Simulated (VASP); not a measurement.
Here is the system:

```
HfO2
1.0
    3.21956     0.00000     0.00000
   -1.60978     2.78822     0.00000
    0.00000     0.00000    15.86788
Hf O
1 2
Cartesian
 -1.60978   2.78822   7.93394
  0.00000   1.85881   8.88774
  1.60978   0.92940   6.98014
```

The numbers are results of r2SCAN meta-GGA, VASP's PBE PAW potentials (set 64) (plane waves; VASP 6.6.1), not measurements. Run with 520 eV cut-off, 9×9×1 Γ-centred mesh, tetrahedra with Blöchl corrections, potentials Hf_pv O.

The cell holds a wide vacuum, so values per volume refer to the whole cell. Unless said otherwise, spin-orbit coupling is left out, though it shifts the bands of the heavy elements here.

Question: Give the energies of bands 6 to 14 at the high-symmetry points, in eV from the valence-band maximum.

Answer: 
| band | Γ | M | K |
|---|---|---|---|
| 6 | -3.76 | -4.38 | -2.98 |
| 7 | -3.76 | -2.65 | -2.93 |
| 8 | -3.28 | -1.86 | -2.93 |
| 9 | -0.67 | -1.28 | -1.11 |
| 10 | -0.26 | -1.02 | -1.11 |
| 11 | -0.26 | -0.42 | -0.67 |
| 12 | 5.80 | 5.55 | 5.69 |
| 13 | 5.80 | 6.72 | 7.16 |
| 14 | 6.41 | 7.87 | 7.16 |

The gap is indirect, 5.55 eV, from the valence maximum at K-Γ at 0.47 to the conduction minimum at M.

The cell is a sheet with vacuum, built from a generated structure.
